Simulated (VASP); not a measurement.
All values below come from PBE GGA, VASP's PBE PAW potentials (set 64) (plane waves; VASP).

VASP ran on this input.

File POSCAR:
```
Re
1
    1.3497720000    -2.3483580000     0.0000000000
    1.3497720000     2.3483580000     0.0000000000
    0.0000000000     0.0000000000     4.4494970000
Re
2
Direct
  0.3333330000   0.6666670000   0.2500000000
  0.6829170000   0.3495830000   0.7500000000
```

**INCAR**
```
ALGO = Normal
AMIX = 0.6
BMIX = 3.0
EDIFF = 1E-6
ENCUT = 400
GGA = PE
IMIX = 4
ISIF = 2
ISMEAR = 1
LASPH = .True.
LCHARG = .False.
LMAXMIX = 6
LREAL = .False.
LWAVE = .False.
NELM = 100
PREC = Accurate
SIGMA = 0.1
SYSTEM = Re
```

**KPOINTS**
```
Automatic
0
G
 14 14 8
```

POTCAR, in this order: Re (PBE.64 set). Program: vasp_std.

Question: What will the output report for the number of irreducible k-points (NKPTS), number of bands (NBANDS), largest plane-wave count, number of space-group operations, FFT grid (NGX, NGY, NGZ)?

Answer: 
| Quantity | Value |
|---|---|
| number of irreducible k-points (NKPTS) | 500 |
| number of bands (NBANDS) | 11 |
| largest plane-wave count | 549 |
| number of space-group operations | 4 |
| FFT grid (NGX, NGY, NGZ) | 18 × 18 × 30 |

The compound is Re in the hcp structure. The cell was not relaxed at this level, atoms are displaced from their ideal sites. The run is one of a series of settings (AMIX = 0.6, BMIX = 3.0, IMIX = 4 against the base run), some of them coarse on purpose.
